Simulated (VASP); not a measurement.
All values below come from PBEsol GGA, VASP's PBE PAW potentials (set 64) (plane waves; VASP).

A VASP calculation is set up with these files.

KPOINTS:
```
k-points along high-symmetry lines
15
Line-mode
Reciprocal
  0.000000   0.000000   0.000000 ! GAMMA
  0.000000   0.500000   0.000000 ! X

  0.000000   0.500000   0.000000 ! X
  0.500000   0.500000   0.000000 ! M

  0.500000   0.500000   0.000000 ! M
  0.000000   0.000000   0.000000 ! GAMMA

  0.000000   0.000000   0.000000 ! GAMMA
  0.500000   0.500000   0.500000 ! R

  0.500000   0.500000   0.500000 ! R
  0.000000   0.500000   0.000000 ! X

  0.500000   0.500000   0.500000 ! R
  0.500000   0.500000   0.000000 ! M
```

INCAR:
```
# general
SYSTEM  = CdZn3Se4
PREC    = Accurate
ENCUT   = 400
LREAL   = F
LASPH   = T
ICHARG  = 11

# electronic loop
EDIFF   = 1E-7
NELM    = 100
ALGO    = Normal
LMAXMIX = 4

# smearing
ISMEAR  = 0
SIGMA   = 0.05

# functional
GGA     = PS

# output
LWAVE   = F
LCHARG  = F
LORBIT  = 11
```

**POSCAR**
```
CdZn3Se4
1
    5.7456024909     0.0000000000     0.0000000000
    0.0000000000     5.7456024909     0.0000000000
    0.0000000000     0.0000000000     5.7456024909
Zn Se Cd
3 4 1
Direct
  0.0000000000   0.0000000000   0.0000000000
  0.5000000000   0.5000000000   0.0000000000
  0.5000000000   0.0000000000   0.5000000000
  0.2614180100   0.2385819900   0.2385819900
  0.7385819900   0.7614180100   0.2385819900
  0.7385819900   0.2385819900   0.7614180100
  0.2614180100   0.7614180100   0.7614180100
  0.0000000000   0.5000000000   0.5000000000
```

POTCAR, in this order: Zn Se Cd (PBE.64 set). Program: vasp_std. Read from the step before: CHGCAR.

The run wrote:

File OSZICAR:
```
       N       E                     dE             d eps       ncg     rms          rms(c)
DAV:   1     0.515843291112E+03    0.51584E+03   -0.28885E+04  7740   0.153E+03
DAV:   2     0.326022291464E+02   -0.48324E+03   -0.47056E+03  8016   0.383E+02
DAV:   3    -0.234803228180E+02   -0.56083E+02   -0.55167E+02  8805   0.130E+02
DAV:   4    -0.252505005615E+02   -0.17702E+01   -0.17648E+01  8879   0.222E+01
DAV:   5    -0.252683506985E+02   -0.17850E-01   -0.17840E-01  8824   0.206E+00
DAV:   6    -0.252685992633E+02   -0.24856E-03   -0.24851E-03  8807   0.224E-01
DAV:   7    -0.252686037109E+02   -0.44476E-05   -0.44467E-05  8855   0.280E-02
DAV:   8    -0.252686038190E+02   -0.10812E-06   -0.10815E-06  7485   0.404E-03
DAV:   9    -0.252686038230E+02   -0.39418E-08   -0.39895E-08  5894   0.839E-04
   1 F= -.25268604E+02 E0= -.25268604E+02  d E =-.404939E-15
```

**OUTCAR**
```
 val. band max:        1.4200728315   @ k =   0.0000   0.0000   0.0000

 cond. band min:       2.4028540679   @ k =   0.0000   0.0000   0.0000



 k-point     1 :       0.0000    0.0000    0.0000
  band No.  band energies     occupation
      1     -11.7738      2.00000
      2     -10.8181      2.00000
      3     -10.8181      2.00000
      4     -10.8181      2.00000
      5      -6.2850      2.00000
      6      -6.2850      2.00000
      7      -6.2850      2.00000
      8      -6.2716      2.00000
      9      -6.2716      2.00000
     10      -5.1037      2.00000
     11      -5.0575      2.00000
     12      -5.0575      2.00000
     13      -5.0575      2.00000
     14      -4.9449      2.00000
     15      -4.9449      2.00000
     16      -4.9150      2.00000
     17      -4.9150      2.00000
     18      -4.9150      2.00000
     19      -4.7538      2.00000
     20      -4.7538      2.00000
     21      -4.7401      2.00000
     22      -4.6513      2.00000
     23      -4.6513      2.00000
     24      -4.6513      2.00000
     25      -3.4511      2.00000
     26      -3.4511      2.00000
     27      -2.9068      2.00000
     28      -0.7835      2.00000
     29      -0.7835      2.00000
     30      -0.7835      2.00000
     31      -0.7065      2.00000
     32      -0.7065      2.00000
     33      -0.7065      2.00000
     34       1.4201      2.00000
     35       1.4201      2.00000
     36       1.4201      2.00000
     37       2.4029      0.00000
     38       4.3114      0.00000
     39       4.3114      0.00000
     40       4.3114      0.00000
     41       4.5908      0.00000
     42       5.0272      0.00000
     43       5.0272      0.00000

 k-point     2 :       0.0000    0.0357    0.0000
  band No.  band energies     occupation
      1     -11.7713      2.00000
      2     -10.8214      2.00000
      3     -10.8181      2.00000
      4     -10.8181      2.00000
      5      -6.2876      2.00000
      6      -6.2850      2.00000
...
```

The density is held fixed in this step, so its total energy and stress have no physical meaning.

The structure was generated: CdZn3Se4 was put into an ordered model structure (P-43m), which need not be its known phase. It was relaxed first.
